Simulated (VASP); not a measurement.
Here is the system:

```
CELL_PARAMETERS angstrom
      0.00000     3.02792     3.02792
      3.02792     0.00000     3.02792
      3.02792     3.02792     0.00000
ATOMIC_POSITIONS crystal
  Al 0.25000 0.25000 0.25000
  Al 0.75000 0.75000 0.75000
  Au 0.00000 0.00000 0.00000
```

All values below come from PBE GGA, VASP's PBE PAW potentials (set 64) (plane waves; VASP). Numerical set-up: 500 eV cut-off, 9×9×9 Γ-centred mesh, first-order Methfessel-Paxton smearing of 0.10 eV, potentials Al Au.

Energy and stress use the plane-wave basis of the starting cell.

### Question
The ions, cell shape and volume at an external pressure of 5.0 GPa are relaxed. Which structure does the run end with?

### Answer

```
CELL_PARAMETERS angstrom
      0.00000     2.98534     2.98534
      2.98534     0.00000     2.98534
      2.98534     2.98534     0.00000
ATOMIC_POSITIONS crystal
  Al 0.25000 0.25000 0.25000
  Al 0.75000 0.75000 0.75000
  Au 0.00000 0.00000 0.00000
```
Space group Fm-3m (225), at a tolerance of 0.03 Å.

### Question
How do energy and volume change from the first to the last step?

### Answer
The energy (σ→0) changes by +11.3 meV/atom and the volume by -4.2 %, in 3 ionic steps.

The compound is AuAl2 in the fluorite structure. This run relaxes it under an external pressure of 5 GPa. Symmetry was kept, so distortions that lower it aren't found. The electron count is odd and the run is not spin-polarised, which forces a metal.
